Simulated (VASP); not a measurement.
Here is the system:

```
CELL_PARAMETERS angstrom
      0.00000     2.73079     2.73079
      2.73079     0.00000     2.73079
      2.73079     2.73079     0.00000
ATOMIC_POSITIONS crystal
  Ca 0.00000 0.00000 0.00000
  F  0.25000 0.25000 0.25000
  F  0.75000 0.75000 0.75000
```

Calculation: MS2 meta-GGA, VASP's PBE PAW potentials (set 64) (plane waves; VASP). Numerical set-up: 520 eV cut-off, 8×8×8 Γ-centred mesh, tetrahedra with Blöchl corrections, potentials Ca_sv F.

Question: Estimate the energy per atom (σ→0), band gap (over mesh and band path) with the smallest direct gap where there is one.

Answer: 
The band gap (over mesh and band path) comes out as 7.64 eV and the smallest direct gap (over mesh and band path) comes out as 7.90 eV. The energy per atom (σ→0) is -9.311 eV/atom.

The absolute energy has meaning only against runs of the same code, potentials and settings.

The compound is CaF2 in the fluorite structure. It was relaxed first.
